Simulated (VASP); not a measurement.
The system is ScAgB4F2.

```
CELL_PARAMETERS angstrom
3.09314 0.00000 0.00000
-1.54657 2.67874 0.00000
0.00000 0.00000 12.98529
ATOMIC_POSITIONS crystal
Sc 0.00000 0.00000 0.00000
Ag 0.00000 0.00000 0.50000
B 0.33333 0.66667 0.87577
B 0.66667 0.33333 0.87577
B 0.33333 0.66667 0.12423
B 0.66667 0.33333 0.12423
F 0.00000 0.00000 0.66092
F 0.00000 0.00000 0.33908
```

The cell was built by a generator and needn't be a form met in nature.

| Property | Result |
| --- | --- |
| Program | VASP 6.6.1 |
| Task | relaxation of cell and atoms |
| Functional | PBE |
| Dispersion | D3(BJ) |
| Potentials or basis | VASP PAW PBE potentials, release 64 (Sc_sv, Ag, B, F) |
| Cutoff | 600 eV |
| k mesh | 6 × 6 × 2 |
| Occupations | gaussian, width 0.1 eV |
| Spin | no spin polarisation |

At the start: pressure -3.6 GPa; volume 13.45 Å³/atom.

**Question.** How do energy, volume and symmetry change on relaxing?

**Answer.** Over 21 steps the energy falls by 162.3 meV/atom and the volume is 11.51 Å³/atom (-14.4 %); space group P6/mmm (No. 191, to 0.05 Å).

Step by step:
```
step  energy change (eV)  largest force (eV/Å)  pressure (GPa)  volume (Å³)
   1              0.0000                0.9624           -3.60       107.59
   2             -0.3408                0.7548            1.40       102.83
   3             -0.3410                0.7013            1.25       102.93
   4             -0.4601                0.9014           -0.81       103.36
   5             -0.5880                1.4048           -5.26       104.34
   6             -0.6397                1.3580           -5.50       103.81
   7             -0.7849                1.2418           -6.05       102.22
   8             -1.0031                0.9817           -6.36        99.05
   9             -0.5809                1.2106           -2.54        92.71
  10             -1.0298                0.9456           -5.81        97.95
  11             -1.0359                0.6362           -5.42        96.59
  12             -1.1812                0.3972           -3.09        94.15
  13             -1.2594                0.3271            0.40        91.13
  14             -1.2605                0.3169            0.94        90.71
  15             -1.2728                0.2733            0.49        91.10
  16             -1.2900                0.1470           -0.75        92.27
  17             -1.2967                0.0539            0.04        91.91
  18             -1.2972                0.0687            0.33        91.78
  19             -1.2980                0.0530            0.08        91.99
  20             -1.2982                0.0401           -0.13        92.16
  21             -1.2984                0.0136           -0.06        92.10
```

Final structure:
```
Sc Ag B F
1.0
     3.11564    0.00000    0.00000
    -1.55782    2.69822    0.00000
     0.00000    0.00000   10.95585
Sc Ag B F
1 1 4 2
Direct
  0.00000 0.00000 0.00000
  0.00000 0.00000 0.50000
  0.33333 0.66667 0.85447
  0.66667 0.33333 0.85447
  0.33333 0.66667 0.14553
  0.66667 0.33333 0.14553
  0.00000 0.00000 0.68783
  0.00000 0.00000 0.31217
```

Caveat: the k mesh is coarse (spacing up to 0.39 Å⁻¹), so the values aren't converged; pairwise dispersion overbinds metals, which lowers pressure and volume.
